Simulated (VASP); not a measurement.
Write the native input for VASP 6.6.1 that does the following.

- Task: relaxation of cell and atoms
- Functional: LDA
- Potentials or basis: VASP PAW LDA potentials, release 64 (Pt)
- Cutoff: 600 eV
- k mesh: 16 × 16 × 16
- Occupations: methfessel-paxton, width 0.1 eV
- Spin: no spin polarisation
- Further INCAR settings: ALGO = Normal; EDIFF = 1e-06; IBRION = 2; EDIFFG = -0.01; NSW = 90; ISIF = 3

The structure of Pt lies in POSCAR:

```
Pt
1.0
    0.0000000000      1.9609000000      1.9609000000
    1.9609000000      0.0000000000      1.9609000000
    1.9609000000      1.9609000000      0.0000000000
Pt
1
Direct
    0.0000000000      0.0000000000      0.0000000000
```

One way to write it, as run:

INCAR

```
  PREC = Accurate
  ENCUT = 600
  EDIFF = 1E-6
  ISMEAR = 1
  SIGMA = 0.1
  LREAL = F
  LASPH = T
  NELM = 80
  ALGO = Normal
  ISIF = 3
  LWAVE = F
  LCHARG = F
  GGA = CA
  IBRION = 2
  NSW = 90
  EDIFFG = -0.01
  KPAR = 2
```

KPOINTS

```
Automatic mesh
0
Gamma
  16 16 16
```

Potentials or basis: VASP PAW LDA potentials, release 64 (Pt).

Command:

```sh
$ cat potpaw_LDA.64/Pt/POTCAR > POTCAR
$ mpirun -np 2 vasp_std > vasp.out
```

It gave:

```yaml
Relaxed_volume: 14.79 Å³/atom
Relaxed_cell: a = 2.755 Å, b = 2.755 Å, c = 2.755 Å, α = 60.00°, β = 60.00°, γ = 60.00°
Space_group_after_relaxing_to_0.05_Å: Fm-3m (No. 225)
Energy_gained_by_relaxing: 5.1 meV/atom
Ionic_steps: 4
Pressure_after_relaxing: 0.0 GPa
Band_gap_on_the_k_mesh: none (metal or under the smearing width)
```

It took 9.5 s on 2 MPI ranks on Intel(R) Xeon(R) 6975P-C (Granite Rapids) (shared host), peak memory 0.16 GiB a rank.
